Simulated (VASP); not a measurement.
Output of a VASP run:

File OSZICAR:
```
       N       E                     dE             d eps       ncg     rms          rms(c)
DAV:   1     0.451027372334E+03    0.45103E+03   -0.20176E+04  1584   0.195E+03
DAV:   2     0.335103076165E+02   -0.41752E+03   -0.40983E+03  1696   0.492E+02
DAV:   3    -0.243623566132E+02   -0.57873E+02   -0.55803E+02  2128   0.192E+02
DAV:   4    -0.262609045385E+02   -0.18985E+01   -0.18974E+01  1712   0.409E+01
DAV:   5    -0.263308018466E+02   -0.69897E-01   -0.69889E-01  2256   0.756E+00    0.125E+01
DAV:   6    -0.217595894991E+02    0.45712E+01   -0.38978E+01  2552   0.452E+01    0.592E+00
DAV:   7    -0.215112622946E+02    0.24833E+00   -0.39068E+00  2096   0.148E+01    0.258E+00
DAV:   8    -0.215141888521E+02   -0.29266E-02   -0.91424E-01  2184   0.672E+00    0.133E+00
DAV:   9    -0.214821480367E+02    0.32041E-01   -0.18037E-01  2488   0.352E+00    0.319E-01
DAV:  10    -0.214842937421E+02   -0.21457E-02   -0.20438E-02  1744   0.876E-01    0.707E-02
DAV:  11    -0.214844096242E+02   -0.11588E-03   -0.27782E-03  2760   0.405E-01    0.938E-02
DAV:  12    -0.214843019723E+02    0.10765E-03   -0.45950E-04  2336   0.239E-01    0.372E-02
DAV:  13    -0.214842943838E+02    0.75885E-05   -0.12574E-04  2216   0.780E-02    0.654E-03
DAV:  14    -0.214842945320E+02   -0.14819E-06   -0.18696E-05  2352   0.504E-02    0.627E-03
DAV:  15    -0.214842931364E+02    0.13956E-05   -0.49627E-06  1848   0.286E-02    0.998E-04
DAV:  16    -0.214842933087E+02   -0.17231E-06   -0.29675E-07   952   0.511E-03
   1 F= -.21484293E+02 E0= -.21484293E+02  d E =-.351756E-12
```

**OUTCAR**
```
------------------------ aborting loop because EDIFF is reached ----------------------------------------
  FORCE on cell =-STRESS in cart. coord.  units (eV):
  Direction    XX          YY          ZZ          XY          YZ          ZX
  --------------------------------------------------------------------------------------
  Total       -0.3817008     -0.2687749     -0.4259962      0.0000000      0.0000000     -0.0658343
  in kB       -7.1866828     -5.0605073     -8.0206787      0.0000000      0.0000000     -1.2395307
  external PRESSURE =      -6.7559563 kB  Pullay stress =       0.0000000 kB
  volume of cell :       85.10
      direct lattice vectors                 reciprocal lattice vectors
     4.071777000  0.000000000  0.000000000     0.245593017  0.000000000  0.000000000
     0.000000000  4.053932000  0.000000000     0.000000000  0.246674093  0.000000000
     0.000000000  0.000000000  5.155191000     0.000000000  0.000000000  0.193979234
 POSITION                                       TOTAL-FORCE (eV/Angst)
 -----------------------------------------------------------------------------------
      2.03589      0.00000      3.94372         0.058692      0.000000      0.418224
      0.00000      2.02697      1.21147         0.017888      0.000000     -0.424160
      2.03589      2.02697      0.00000         0.083480      0.000000      0.025965
      0.02841      0.00000      0.00000        -0.160060      0.000000     -0.020030
 -----------------------------------------------------------------------------------
    total drift:                               -0.006209      0.000000      0.000140
  FREE ENERGIE OF THE ION-ELECTRON SYSTEM (eV)
  ---------------------------------------------------
  free  energy   TOTEN  =       -21.4842933087 eV

  energy  without entropy=      -21.4842933087  energy(sigma->0) =      -21.48429331
```
(Selected blocks of OUTCAR.)

### POSCAR
```
PbO
1
    4.0717770000     0.0000000000     0.0000000000
    0.0000000000     4.0539320000     0.0000000000
    0.0000000000     0.0000000000     5.1551910000
Pb O
2 2
Direct
  0.5000000000   0.0000000000   0.7650000000
  0.0000000000   0.5000000000   0.2350000000
  0.5000000000   0.5000000000   0.0000000000
  0.0069770000   0.0000000000   0.0000000000
```

**Question.** Reconstruct the remaining input files.

**Answer.** One answer among several that fit: the input of the run itself, PBE GGA, plane waves, VASP's PBE PAW potentials (set 64).

File KPOINTS:
```
Automatic mesh
0
Gamma
5 5 4
0 0 0
```

### INCAR
```
ALGO=Normal
EDIFF=1E-6
ENCUT=520
GGA=PE
ISIF=2
ISMEAR=0
LASPH=.TRUE.
LCHARG=.FALSE.
LMAXMIX=4
LREAL=.FALSE.
LWAVE=.FALSE.
NELM=100
PREC=Single
SIGMA=0.05
SYSTEM=PbO
```

POTCAR, in this order: Pb_d O (PBE.64 set). Program: vasp_std.

The compound is PbO in the litharge structure. The cell was not relaxed at this level. The run is one of a series of settings (PREC = Single against the base run), some of them coarse on purpose.
